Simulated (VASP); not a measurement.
# HfGe (P4/mmm) in VASP: further runs

The runs below take HfGe through single point, with PBE0(alpha).

Everything below comes from runs of VASP 6.6.1. Logs are shortened: lines on timing, memory, paths and dates and some standing lists are left out, and cuts for length are marked.

## 1. The structure

The structure is tetragonal, space group P4/mmm (No. 123). Conventional cell: a = 3.220 Å, b = 3.220 Å, c = 4.108 Å, α = 90.00°, β = 90.00°, γ = 90.00°. Hf (site symmetry 4/mmm) has 4 Ge at 2.28 Å as nearest neighbours. Around Ge (site symmetry 4/mmm) lie 4 Hf at 2.28 Å.

The cell was built by a generator and needn't be a form met in nature.

## 2. Single point, PBE0(alpha)

File POSCAR:

```
HfGe
1.0
    3.2196660000      0.0000000000      0.0000000000
    0.0000000000      3.2196660000      0.0000000000
    0.0000000000      0.0000000000      4.1084277000
Hf Ge
1 1
Direct
    0.5000000000      0.5000000000      0.0000000000
    0.0000000000      0.0000000000      0.0000000000
```

File INCAR.step1:

```
ALGO     = Normal         # electronic algorithm
EDIFF    = 1E-5           # SCF threshold, eV
ENCUT    = 520            # plane-wave cutoff, eV
GGA      = PE             # functional
ISIF     = 2              # what is computed and relaxed
ISMEAR   = -1             # smearing method
LASPH    = T              # aspherical terms in the spheres
LCHARG   = F              # write CHGCAR
LREAL    = F              # projectors in reciprocal space
LWAVE    = T              # write WAVECAR
NBANDS   = 19             # bands
NELM     = 60             # most SCF steps
PREC     = Accurate       # precision mode
SIGMA    = 0.05           # smearing width, eV
```

File INCAR.step2:

```
AEXX     = 0.3            # exact-exchange fraction
ALGO     = Normal         # electronic algorithm
EDIFF    = 1E-6           # SCF threshold, eV
ENCUT    = 520            # plane-wave cutoff, eV
GGA      = PE             # functional
HFRCUT   = -1           
ISIF     = 2              # what is computed and relaxed
ISMEAR   = -1             # smearing method
ISTART   = 1            
LASPH    = T              # aspherical terms in the spheres
LCHARG   = F              # write CHGCAR
LHFCALC  = T              # exact exchange
LREAL    = F              # projectors in reciprocal space
LWAVE    = F              # write WAVECAR
NBANDS   = 19             # bands
NELM     = 60             # most SCF steps
PREC     = Accurate       # precision mode
PRECFOCK = Fast         
SIGMA    = 0.05           # smearing width, eV
```

File KPOINTS:

```
k-points
0
Gamma
  4 4 4
```

Potentials or basis: VASP PAW PBE potentials, release 64 (Hf_pv, Ge_d).

Started as:

```
> cat potpaw_PBE.64/Hf_pv/POTCAR potpaw_PBE.64/Ge_d/POTCAR > POTCAR
> cp INCAR.step1 INCAR
> mpirun -np 1 vasp_std > vasp.out
> cp INCAR.step2 INCAR
> mpirun -np 1 vasp_std > vasp.out
```

OUTCAR:

```text
AEXX = 0.3
   EDIFF = 1E-6
   ENCUT = 520
   GGA = PE
   ISIF = 2
   ISMEAR = -1
   ISTART = 1
   LASPH = T
   LHFCALC = T
   LREAL = F
   NELM = 60
   PREC = Accurate
   PRECFOCK = Fast

 ion  position               nearest neighbor table
   1  0.500  0.500  0.000-   2 2.28   2 2.28   2 2.28   2 2.28
   2  0.000  0.000  0.000-   1 2.28   1 2.28   1 2.28   1 2.28

  LATTYP: Found a simple tetragonal cell.
 ALAT       =     3.2196660000
 C/A-ratio  =     1.2760415832

  Lattice vectors:

 A1 = (   3.2196660000,   0.0000000000,   0.0000000000)
 A2 = (   0.0000000000,   3.2196660000,   0.0000000000)
 A3 = (   0.0000000000,   0.0000000000,   4.1084277000)

Analysis of symmetry for initial positions (statically):
=====================================================================
 Subroutine PRICEL returns:
 Original cell was already a primitive cell.

 Routine SETGRP: Setting up the symmetry group for a
 simple tetragonal supercell.

 Subroutine GETGRP returns: Found 16 space group operations
 (whereof 16 operations were pure point group operations)
 out of a pool of 16 trial point group operations.

The static configuration has the point symmetry D_4h.

Analysis of symmetry for dynamics (positions and initial velocities):
=====================================================================
 Subroutine PRICEL returns:
 Original cell was already a primitive cell.

 Routine SETGRP: Setting up the symmetry group for a
 simple tetragonal supercell.

 Subroutine GETGRP returns: Found 16 space group operations
 (whereof 16 operations were pure point group operations)
 out of a pool of 16 trial point group operations.

The dynamic configuration has the point symmetry D_4h.

 Subroutine INISYM returns: Found 16 space group operations
 (whereof 16 operations are pure point group operations),
 and found     1 'primitive' translations

----------------------------------------------------------------------------------------

                                     Primitive cell

  volume of cell :      42.5890

  direct lattice vectors                    reciprocal lattice vectors
     3.219666000  0.000000000  0.000000000     0.310591223  0.000000000  0.000000000
[... 81 lines left out ...]
   EDIFFG = 0.1E-04   stopping-criterion for IOM
   NSW    =      0    number of steps for IOM
   IBRION =     -1    ionic relax: 0-MD 1-quasi-New 2-CG
   NFREE  =      0    steps in history (QN), initial steepest desc. (CG)
   ISIF   =      2    stress and relaxation
   ISYM   =      3    0-nonsym 1-usesym 2-fastsym
   POTIM  = 0.5000    time-step for ionic-motion
   TEBEG  =    0.0;   TEEND  =   0.0 temperature during run
   PSTRESS=    0.0 pullay stress
   NELECT =      24.0000    total number of electrons
   NUPDOWN=      -1.0000    fix difference up-down
   EMIN   =  10.00;   EMAX   =-10.00  energy-range for DOS
   EFERMI =   0.00;   METHOD = LEGACY
   ISMEAR =    -1;   SIGMA  =   0.05  broadening in eV -4-tet -1-fermi 0-gaus
   EFERMI_NEDOS =   21; number of points for ismear=-14 and -15
   IALGO  =     38    algorithm
   IMIX   =      1    mixing-type and parameters
     AMIX     =   0.40;   BMIX     =  1.00
     AMIX_MAG =   1.60;   BMIX_MAG =  1.00
  volume/ion in A,a.u.               =      21.29       143.70
  Fermi-wavevector in a.u.,A,eV,Ry     =   1.352216  2.555318 24.878100  1.828489
  Thomas-Fermi vector in A             =   2.479573
   LORBIT       =      0    0 simple, 1 ext, 2 COOP (PROOUT), +10 PAW based schemes
   GGA     = PE    functional components
   LHFCALC =     T    Hartree Fock is set to
   PRECFOCK=fast      Normal, Fast or Accurate (Low or Medium for compatibility)
   ENCUT4O =  -1.0   cutoff for four orbital integrals eV
   NKREDX  =     1    reduce k-point grid by
   NKREDY  =     1    reduce k-point grid by
   NKREDZ  =     1    reduce k-point grid by
   AEXX    =    0.3000 exact exchange contribution
   HFSCREEN=    0.0000 screening length (either q_TF or 0.3 A-1)
   HFSCREENC=   0.0000 screening length for correlation (either q_TF or 0.3 A-1)
   ENCUTFOCK=  -1.0 apply spherical cutoff to Coloumb kernel
   IVDW    =     0    specifies the selected vdW correction
   LEPSILON=     F    determine dielectric tensor
   LRPA    =     F    only Hartree local field effects (RPA)
 non-spin polarized calculation
  energy-cutoff  :      520.00
  volume of cell :       42.59
 maximum number of plane-waves:      1171
 NGX is ok and might be reduce to    24
  NGX = 14; NGY = 14; NGZ = 18

 number of electron      23.9999991 magnetization

 Free energy of the ion-electron system (eV)
  ---------------------------------------------------
  ext. energy  EPLUGINS =         0.00000000
  ---------------------------------------------------
  free energy    TOTEN  =       -15.13108022 eV

  energy without entropy =      -15.12756469  energy(sigma->0) =      -15.12932245

 E-fermi :   4.7218     XC(G=0):  -7.8070

 val. band max:        3.8761618482   @ k =   0.5000   0.5000   0.5000
 cond. band min:       4.7767645264   @ k =   0.2500   0.2500   0.0000
 fundamental gap:      0.9006026782
 Fermi energy:         4.7218302192

 k-point     1 :       0.0000    0.0000    0.0000
  band No.  band energies     occupation
      1     -28.9540      2.00000
      2     -28.5438      2.00000
      3     -28.5438      2.00000
      4     -23.4119      2.00000
      5     -23.3418      2.00000
      6     -23.2872      2.00000
[... 373 lines left out ...]
      6     -23.2516      2.00000
[... 11 lines left out ...]
     18      13.1050      0.00000
     19      16.5662      0.00000

------------------------ aborting loop because EDIFF is reached ----------------------------------------

  FORCE on cell =-STRESS in cart. coord.  units (eV):
  Direction    XX          YY          ZZ          XY          YZ          ZX
  --------------------------------------------------------------------------------------
  -------------------------------------------------------------------------------------
  Total       24.0826998     24.0826998      0.2379854      0.0000000      0.0000000      0.0000000
  in kB      905.9796913    905.9796913      8.9528979      0.0000000      0.0000000      0.0000000
  external PRESSURE =     606.9707602 kB  Pullay stress =       0.0000000 kB

 VOLUME and BASIS-vectors are now :
 -----------------------------------------------------------------------------
  energy-cutoff  :      520.00
  volume of cell :       42.59
      direct lattice vectors                 reciprocal lattice vectors
     3.219666000  0.000000000  0.000000000     0.310591223  0.000000000  0.000000000
     0.000000000  3.219666000  0.000000000     0.000000000  0.310591223  0.000000000
     0.000000000  0.000000000  4.108427700     0.000000000  0.000000000  0.243402117

 POSITION                                       TOTAL-FORCE (eV/Angst)
 -----------------------------------------------------------------------------------
      1.60983      1.60983      0.00000         0.000000      0.000000      0.000000
      0.00000      0.00000      0.00000         0.000000      0.000000      0.000000
 -----------------------------------------------------------------------------------
    total drift:                               -0.000000      0.000001     -0.000002

  FREE ENERGIE OF THE ION-ELECTRON SYSTEM (eV)
  ---------------------------------------------------
  free  energy   TOTEN  =       -15.1310802233 eV

  energy  without entropy=      -15.1275646852  energy(sigma->0) =      -15.12932245
```

OUTCAR.step1:

```text
EDIFF = 1E-5
   ENCUT = 520
   GGA = PE
   ISIF = 2
   ISMEAR = -1
[... 610 lines left out ...]
 -----------------------------------------------------------------------------------
      1.60983      1.60983      0.00000         0.000000      0.000000      0.000000
      0.00000      0.00000      0.00000         0.000000      0.000000      0.000000
 -----------------------------------------------------------------------------------
    total drift:                                0.000000     -0.000000     -0.000000

  FREE ENERGIE OF THE ION-ELECTRON SYSTEM (eV)
  ---------------------------------------------------
  free  energy   TOTEN  =       -10.4082282325 eV

  energy  without entropy=      -10.4012127798  energy(sigma->0) =      -10.40472051
```

OSZICAR.step1:

```text
N       E                     dE             d eps       ncg     rms          rms(c)
DAV:   1     0.177144892767E+03    0.17714E+03   -0.13017E+04   753   0.285E+03
DAV:   2     0.935263718851E+01   -0.16779E+03   -0.16224E+03   692   0.570E+02
DAV:   3    -0.115525925561E+02   -0.20905E+02   -0.20738E+02   818   0.120E+02
DAV:   4    -0.122052842473E+02   -0.65269E+00   -0.65212E+00   808   0.231E+01
DAV:   5    -0.122156836850E+02   -0.10399E-01   -0.10397E-01   813   0.325E+00    0.810E+01
DAV:   6    -0.108451494966E+02    0.13705E+01   -0.12715E+00   961   0.151E+01    0.480E+01
DAV:   7    -0.104587907832E+02    0.38636E+00   -0.18356E+00   859   0.784E+00    0.551E+00
DAV:   8    -0.104081106712E+02    0.50680E-01   -0.19591E-01   937   0.465E+00    0.304E+00
DAV:   9    -0.104084413896E+02   -0.33072E-03   -0.68014E-03   879   0.635E-01    0.330E-01
DAV:  10    -0.104082785025E+02    0.16289E-03   -0.14427E-03   870   0.789E-01    0.240E-01
DAV:  11    -0.104082292640E+02    0.49238E-04   -0.16424E-04   941   0.145E-01    0.319E-02
DAV:  12    -0.104082282325E+02    0.10315E-05   -0.27440E-05   730   0.942E-02
   1 F= -.10408228E+02 E0= -.10404721E+02  d E =-.701545E-02
```

It took 23 min on 1 thread of AMD EPYC, shared host; peak memory 0.14 GiB.

Results:

```yaml
Free_energy: -15.1311 eV
Pressure: 60.7 GPa
Band_gap_on_the_k_mesh: none (metal or under the smearing width)
```

Levels at points of the mesh, in eV from the Fermi level:
```csv
k point,band 10,band 11,band 12,band 13,band 14,band 15
"(0.00, 0.00, 0.00)",-2.66,-2.16,-0.85,4.00,4.55,4.55
"(0.50, 0.00, 0.00)",-7.36,-3.31,-3.00,0.53,5.13,6.17
"(0.50, 0.50, 0.00)",-1.81,-1.81,1.43,1.43,1.84,3.38
"(0.00, 0.00, 0.50)",-4.87,-2.54,3.83,3.91,3.91,4.03
"(0.50, 0.00, 0.50)",-6.95,-4.94,-3.23,2.17,4.58,4.64
"(0.50, 0.50, 0.50)",-0.95,-0.95,-0.85,-0.85,1.00,5.26
```

Caveat: the k mesh is coarse (spacing up to 0.49 Å⁻¹), so the values aren't converged, least of all with exact exchange; a pressure of tens of GPa on the cell as given is suspect, and the run, the potentials or the cell itself is likely at fault; the PAW data sets were made with another functional, which shifts forces and pressure a little.

(Continued in part 2 of 2.)
